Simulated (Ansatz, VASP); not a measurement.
# IrPt2 (Pt-Ir-Pt stack, (100) layers) in two plane-wave programs, part 2 of 2

Aim: how closely do two programs agree when they are given the same cell, functional and k mesh? Of the first pair: The structure shown is the start of the Ansatz relaxation below; VASP solves that cell, so the two are compared at the walk's first step.

VASP 6.6.1 and Ansatz 0.2.0.

So far. Step 3 (VASP: single point, PBE, start cell, pair 1): The run ends at a pressure of 0.13 GPa, with forces up to 0.12 eV/Å.

## 6. VASP: single point, PBE, relaxed cell, pair 2

Level of this step: PBE; plane waves and PAW (Pt, Ir) (VASP).

The same cell, functional, mesh and smearing now go to VASP, with its own data sets.

Input file INCAR:

```
SYSTEM = IrPt2
PREC = Accurate
ENCUT = 400
EDIFF = 1E-06
NELM = 120
ISMEAR = 0
SIGMA = 0.1
LREAL = .FALSE.
ALGO = Normal
GGA = PE
NBANDS = 20
LASPH = .TRUE.
LORBIT = 11
LWAVE = .FALSE.
LCHARG = .FALSE.
ISIF = 2
LDIPOL = .TRUE.
IDIPOL = 3
DIPOL = 0.5 0.5 0.236
LVHAR = .TRUE.
GGA_COMPAT = .FALSE.
NELMDL = -8
KPAR = 2
```

Input file POSCAR:

```
IrPt2
1.0
    2.7112281794      0.0000000000      0.0000000000
    0.0000000000      2.7112281794      0.0000000000
    0.0000000000      0.0000000000     31.4799997680
Pt Ir
2 1
Direct
    0.0000000000      0.0000000000      0.1742814986
    0.0000000000      0.0000000000      0.2971289242
    0.5000000000      0.5000000000      0.2357052114
```

Input file KPOINTS:

```
Automatic mesh
0
Gamma
10 10 1
0 0 0
```

PAW data sets: Pt and Ir (PBE family, release 64).

The run is started by

```
$ mpirun -np 2 vasp_std
```

Numbers of over 12 decimals in the logs are rounded to 6 here.

Output:

```text
[... set-up lines as in an earlier step ...]
 entering main loop
       N       E                     dE             d eps       ncg     rms          rms(c)
DAV:   1     0.202904067876E+03    0.20290E+03   -0.91754E+03   848   0.893E+02
DAV:   2    -0.335698497501E+01   -0.20626E+03   -0.19160E+03  1160   0.243E+02
DAV:   3    -0.200502704044E+02   -0.16693E+02   -0.14968E+02  1052   0.663E+01
DAV:   4    -0.206423649762E+02   -0.59209E+00   -0.56990E+00  1008   0.129E+01
[...]
DAV:  17    -0.192976679213E+02   -0.47368E-05   -0.36277E-06   852   0.161E-02    0.117E-02
DAV:  18    -0.192976703238E+02   -0.24025E-05   -0.91937E-07   624   0.669E-03    0.170E-03
DAV:  19    -0.192976712112E+02   -0.88744E-06   -0.12823E-07   540   0.234E-03
   1 F= -.19297671E+02 E0= -.19288482E+02  d E =-.183782E-01
```

OUTCAR, selected parts (step 6):

```text
  Total       -0.0152500     -0.0152500      0.0357305      0.0000000     -0.0000000      0.0000000
  in kB       -0.1055878     -0.1055878      0.2473906      0.0000000     -0.0000000      0.0000000
  external PRESSURE =       0.0120716 kB  Pullay stress =       0.0000000 kB

 POSITION                                       TOTAL-FORCE (eV/Angst)
 -----------------------------------------------------------------------------------
      0.00000      0.00000      5.48638         0.000000      0.000000     -0.015433
      0.00000      0.00000      9.35362         0.000000      0.000000      0.015433
      1.35561      1.35561      7.42000         0.000000     -0.000000     -0.000000
 -----------------------------------------------------------------------------------
    total drift:                                0.000000      0.000000     -0.000001

  FREE ENERGIE OF THE ION-ELECTRON SYSTEM (eV)
  ---------------------------------------------------
  free  energy   TOTEN  =       -19.2976712112 eV

  energy  without entropy=      -19.2792930456  energy(sigma->0) =      -19.28848213

[... 1 part as in an earlier step ...]

[... 2 further parts left out ...]
[key lines of the parts left out:]
E-fermi :  -2.5242
```

The run ends at a pressure of 0.00 GPa, with forces up to 0.015 eV/Å.

## 7. Side by side

What differs besides the data sets and the points named for the pairs above, as far as they apply: the data sets hold 53 valence electrons in Ansatz (on its PAW soft_1 files) and 29 in VASP. Total energies have different zeros and are not compared.

The largest component of a force difference here is 15 meV/Å. Where the cell holds vacuum, a pressure given here is an average over it and none of the material.

## 8. Ansatz: relaxation, PBE

The two programs are compared at the cell with which this relaxation starts, whose forces are those of its first step.

The structure compared here is the start of the Ansatz relaxation; VASP solves that cell, so the two are compared at the walk's first step.

Input file input.yaml:

```yaml
crystal:
  lattice:
    - [2.7112281794, 0.0, 0.0]
    - [0.0, 2.7112281794, 0.0]
    - [0.0, 0.0, 31.479999768]
  atoms:
    - { symbol: Pt, position: [0.0, 0.0, 0.1742814986] }
    - { symbol: Ir, position: [0.5, 0.5, 0.2357052114] }
    - { symbol: Pt, position: [0.0, 0.0, 0.2971289242] }
  periodic: [true, true, false]
kpoints:
  mp_grid: { grid: [12, 12, 1] }
hamiltonian:
  xc: pbe
  pseudopotentials: { kind: paw, azcp: { folder: soft_1 } }
scf:
  occupations: { method: methfessel_paxton, width: 0.2 }
output:
  forces: true
  stress: true
  eigenvalues: true
  write_density: true
  write_potential: true
  elf: true
  volumetric_format: npy
relax:
  adjacent_minimum: "off"
  f_tol: 0.001
  max_steps: 60
  cell: { stress_2d_tol: 0.002 }
```

The run is started by

```
$ ansatz run input.yaml --threads 8 --pin off --max-ram 20480MiB --backend cpu --events-out ev --progress --plain --runs-dir out
```

Output:

```text
[...]
Crystal: 3 atoms, lattice volume = 231.402 Å³
Basis set: ecut = 420 eV, 4597 PW (Γ), exchange–correlation on 40×40×432 points (8 copies of the dense FFT grid, shifted against one another)
Bands: 32, of which v1, the nominal top of the filled ones, is band 27 counted from 1 (26 counted from 0)
Symmetry: 16 space group operations
[...]
k-points: 28 of 144
[...]
k-point 27: bands = [... 23 lower, -5.6385, -4.6935, -4.6911, -3.8636, -1.8326, -1.8326, 2.2020, 2.2020, ... 1 higher]
--- Relaxed structure (5 steps of the walk, 5 accepted, 1 SCFs on fresh bases) ---
[...]
cell:  # Å, volume = 232.6435 Å³
    - [2.718492, 0, 0.0]
    - [0, 2.718492, 0.0]
    - [0.0, 0.0, 31.479999768]
  atoms:
    - { symbol: Pt, position: [0, 0, 0.174652] }
    - { symbol: Ir, position: [0.5, 0.5, 0.2357052114] }
    - { symbol: Pt, position: [0, 0, 0.296758] }
[key lines of the parts left out:]
SCF converged after 9 iterations
Free energy (F): -36984.440794 eV
Fermi energy:    -5.669617 eV
P = ½ c Tr σ = -0.0013 N/m
```

## 9. VASP: single point, PBE, start cell, pair 3

The same cell, functional, mesh and smearing now go to VASP, with its own data sets.

Edit INCAR of step 6 so:

```diff
@@ -5,4 +5,4 @@
 NELM = 120
-ISMEAR = 0
-SIGMA = 0.1
+ISMEAR = 1
+SIGMA = 0.2
 LREAL = .FALSE.
```

Input file POSCAR:

```
IrPt2
1.0
    2.7112280000      0.0000000000      0.0000000000
    0.0000000000      2.7112280000      0.0000000000
    0.0000000000      0.0000000000     31.4800000000
Pt Ir
2 1
Direct
    0.0000000000      0.0000000000      0.1742815121
    0.0000000000      0.0000000000      0.2971289072
    0.5000000000      0.5000000000      0.2357052097
```

Input file KPOINTS:

```
Automatic mesh
0
Gamma
12 12 1
0 0 0
```

The run is started by

```
$ mpirun -np 2 vasp_std
```

Output:

```text
[... set-up lines as in an earlier step ...]
 entering main loop
       N       E                     dE             d eps       ncg     rms          rms(c)
DAV:   1     0.204027714505E+03    0.20403E+03   -0.91901E+03  1120   0.893E+02
DAV:   2    -0.678527371779E+01   -0.21081E+03   -0.19855E+03  1660   0.242E+02
DAV:   3    -0.202500884511E+02   -0.13465E+02   -0.12798E+02  1324   0.628E+01
DAV:   4    -0.206079050070E+02   -0.35782E+00   -0.33765E+00  1452   0.108E+01
[...]
DAV:  15    -0.192436034052E+02    0.18270E-06   -0.27607E-04  1596   0.175E-01    0.791E-02
DAV:  16    -0.192435934066E+02    0.99986E-05   -0.36152E-05  1364   0.535E-02    0.213E-02
DAV:  17    -0.192435940207E+02   -0.61413E-06   -0.49155E-06  1352   0.179E-02
   1 F= -.19243594E+02 E0= -.19244961E+02  d E =0.410072E-02
```

From OUTCAR (step 9):

```text
  Total        0.1717993      0.1717993     -0.1545557      0.0000000     -0.0000000      0.0000000
  in kB        1.1895022      1.1895022     -1.0701113      0.0000000     -0.0000000      0.0000000
  external PRESSURE =       0.4362977 kB  Pullay stress =       0.0000000 kB

 POSITION                                       TOTAL-FORCE (eV/Angst)
 -----------------------------------------------------------------------------------
      0.00000      0.00000      5.48638         0.000000     -0.000000      0.036410
      0.00000      0.00000      9.35362        -0.000000     -0.000000     -0.036410
      1.35561      1.35561      7.42000        -0.000000      0.000000     -0.000000
 -----------------------------------------------------------------------------------
    total drift:                                0.000000      0.000000      0.000002

  FREE ENERGIE OF THE ION-ELECTRON SYSTEM (eV)
  ---------------------------------------------------
  free  energy   TOTEN  =       -19.2435940207 eV

  energy  without entropy=      -19.2476947377  energy(sigma->0) =      -19.24496093

[... 3 further parts left out ...]
[key lines of the parts left out:]
E-fermi :  -2.5038
```

The run ends at a pressure of 0.04 GPa, with forces up to 0.036 eV/Å.

## 10. Side by side

What differs besides the data sets and the points named for the pairs above, as far as they apply: the data sets hold 53 valence electrons in Ansatz (on its PAW soft_1 files) and 29 in VASP. Total energies have different zeros and are not compared.

The largest component of a force difference here is 15 meV/Å. Where the cell holds vacuum, a pressure given here is an average over it and none of the material.

## 11. Outcome

| Property | Result |
| --- | --- |
| r.m.s. force difference (single point, PBE, start cell, pair 1) | 7.2 meV/Å |
| r.m.s. force difference (single point, PBE, relaxed cell, pair 2) | 7.3 meV/Å |
| r.m.s. force difference (single point, PBE, start cell, pair 3) | 7.0 meV/Å |

The r.m.s. force difference is 7.3 meV/Å (single point, PBE, relaxed cell, pair 2), within the 12 meV/Å picked in this series as the mark of a large difference. The data sets hold unlike numbers of valence electrons (53 in Ansatz and 29 in VASP), so part of the differences may come from the potentials. Such differences can come from data sets, numerical settings and the points named under the comparisons, not from the functional's error against experiment.

[Lines on the potential files, build, host, timing and source positions are cut from VASP's logs without a mark.]

[Logs are printed without paths, hosts, clocks, repeated set-up lines and the standing remarks that a program may print on its own settings, such as how far it seeks lower states.]

[Hosts, paths, dates, database ids (printed as entryN), source tags and the programs' standing remarks are cut or masked in the printed files.]
